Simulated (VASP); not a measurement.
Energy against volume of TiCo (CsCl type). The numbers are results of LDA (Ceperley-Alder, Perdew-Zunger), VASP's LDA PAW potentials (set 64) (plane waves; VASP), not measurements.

| V (Å³/atom) | E (eV/atom) |
|---|---|
| 11.478 | -8.76833 |
| 11.845 | -8.79208 |
| 12.211 | -8.79909 |
| 12.577 | -8.79177 |
| 12.944 | -8.77219 |

Fit a third-order Birch-Murnaghan equation of state.

- volume per atom = 12.20 Å³/atom
- bulk modulus = 209 GPa
- pressure derivative of the bulk modulus = 4.19
- lattice constant a = 2.900 Å

Measured: bulk modulus 154 GPa (computed value off by +35.9 %), a 2.995 Å (computed value off by -3.2 %), as given by Yamada et al., (2019), arXiv:1910.09660. The calculation is for a static lattice, while the measured bulk modulus, a hold thermal and zero-point effects, which are part of the difference.

The compound is TiCo in the CsCl type structure. It was relaxed first, which changed the volume by -9 %. The run is not spin-polarised, so no magnetic state was tried.
